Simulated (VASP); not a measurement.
Calculation: optB88-vdW, VASP's PBE PAW potentials (set 64) (plane waves; VASP).

The input files of a VASP run:

**KPOINTS**
```
k-points along high-symmetry lines
10
Line-mode
Reciprocal
  0.000000   0.000000   0.000000 ! GAMMA
  0.000000   0.000000   0.500000 ! X

  0.000000   0.000000   0.500000 ! X
  0.250000   0.250000   0.250000 ! P

  0.250000   0.250000   0.250000 ! P
  0.000000   0.500000   0.000000 ! N

  0.000000   0.500000   0.000000 ! N
  0.000000   0.000000   0.000000 ! GAMMA

  0.000000   0.000000   0.000000 ! GAMMA
  0.500000   0.500000  -0.500000 ! M

  0.500000   0.500000  -0.500000 ! M
  0.289601   0.710399  -0.289601 ! S

 -0.289601   0.289601   0.289601 ! S_0
  0.000000   0.000000   0.000000 ! GAMMA

  0.000000   0.000000   0.500000 ! X
 -0.079203   0.079203   0.500000 ! R

  0.500000   0.500000  -0.079203 ! G
  0.500000   0.500000  -0.500000 ! M
```

File POSCAR:
```
TiO2
9.5908140
 -0.1983392739   0.1983392739   0.5000000141
  0.1983392739  -0.1983392739   0.5000000141
  0.1983392739   0.1983392739  -0.5000000141
Ti O
2 4
direct
  0.7500000000   0.2500000000   0.5000000000
  0.0000000000   0.0000000000   1.0000000000
  0.5417393150   0.0417393150   0.5000000000
  0.7917393150   0.7917393150   0.0000000000
  0.2082606850   0.2082606850   1.0000000000
  0.9582606850   0.4582606850   0.5000000000
```

**INCAR**
```
SYSTEM = TiO2
PREC = Accurate
ENCUT = 520
EDIFF = 1E-7
NELM = 100
ALGO = Normal
LREAL = .FALSE.
LASPH = .TRUE.
ISMEAR = 0
SIGMA = 0.05
GGA = BO
PARAM1 = 0.1833333333
PARAM2 = 0.22
LUSE_VDW = .TRUE.
AGGAC = 0.0
LMAXMIX = 4
LWAVE = .FALSE.
LCHARG = .FALSE.
LORBIT = 11
ICHARG = 11
```

POTCAR, in this order: Ti_sv O (PBE.64 set). Program: vasp_std. Read from the step before: CHGCAR.

Output of the run:

OSZICAR:
```
       N       E                     dE             d eps       ncg     rms          rms(c)
DAV:   1     0.630293251524E+03    0.63029E+03   -0.25750E+04  5040   0.203E+03
DAV:   2     0.616481091218E+02   -0.56865E+03   -0.55165E+03  5240   0.568E+02
DAV:   3    -0.348104139454E+02   -0.96459E+02   -0.91506E+02  8172   0.191E+02
DAV:   4    -0.413085606359E+02   -0.64981E+01   -0.64094E+01  7244   0.511E+01
DAV:   5    -0.416347301055E+02   -0.32617E+00   -0.32484E+00  7220   0.879E+00
DAV:   6    -0.416412370471E+02   -0.65069E-02   -0.64985E-02  6548   0.141E+00
DAV:   7    -0.416414919800E+02   -0.25493E-03   -0.25487E-03  7208   0.239E-01
DAV:   8    -0.416414968377E+02   -0.48577E-05   -0.48569E-05  6612   0.310E-02
DAV:   9    -0.416414970278E+02   -0.19018E-06   -0.19017E-06  6504   0.524E-03
DAV:  10    -0.416414970331E+02   -0.52078E-08   -0.52213E-08  3836   0.884E-04
   1 F= -.41641497E+02 E0= -.41641497E+02  d E =-.498768E-17
```

### OUTCAR
```
 val. band max:        3.0086673062   @ k =   0.0000   0.0000   0.4444

 cond. band min:       5.0445545897   @ k =   0.0000   0.0000   0.0000



 k-point     1 :       0.0000    0.0000    0.0000
  band No.  band energies     occupation
      1     -53.3907      2.00000
      2     -53.3358      2.00000
      3     -29.9249      2.00000
      4     -29.7007      2.00000
      5     -29.7007      2.00000
      6     -29.6360      2.00000
      7     -29.6360      2.00000
      8     -29.5682      2.00000
      9     -14.4767      2.00000
     10     -13.4960      2.00000
     11     -13.3775      2.00000
     12     -13.0338      2.00000
     13      -0.8452      2.00000
     14      -0.7361      2.00000
     15      -0.7361      2.00000
     16      -0.3890      2.00000
     17       0.9672      2.00000
     18       0.9672      2.00000
     19       1.0208      2.00000
     20       2.2055      2.00000
     21       2.2055      2.00000
     22       2.2129      2.00000
     23       2.5372      2.00000
     24       2.5372      2.00000
     25       5.0446      0.00000
     26       5.7351      0.00000
     27       6.8255      0.00000
     28       6.8450      0.00000

 k-point     2 :       0.0000    0.0000    0.0556
  band No.  band energies     occupation
      1     -53.3902      2.00000
      2     -53.3361      2.00000
      3     -29.9245      2.00000
      4     -29.7063      2.00000
      5     -29.7024      2.00000
      6     -29.6390      2.00000
      7     -29.6362      2.00000
      8     -29.5667      2.00000
      9     -14.4481      2.00000
     10     -13.4783      2.00000
     11     -13.3657      2.00000
     12     -13.0262      2.00000
     13      -0.8520      2.00000
     14      -0.8039      2.00000
     15      -0.7729      2.00000
     16      -0.3869      2.00000
     17       0.9036      2.00000
     18       0.9986      2.00000
     19       1.0587      2.00000
     20       2.1305      2.00000
     21       2.1431      2.00000
...
```

The density is held fixed in this step, so its total energy and stress have no physical meaning.

The compound is TiO2 in the anatase structure, one of several forms; rutile is the usual stable one. It was relaxed first.
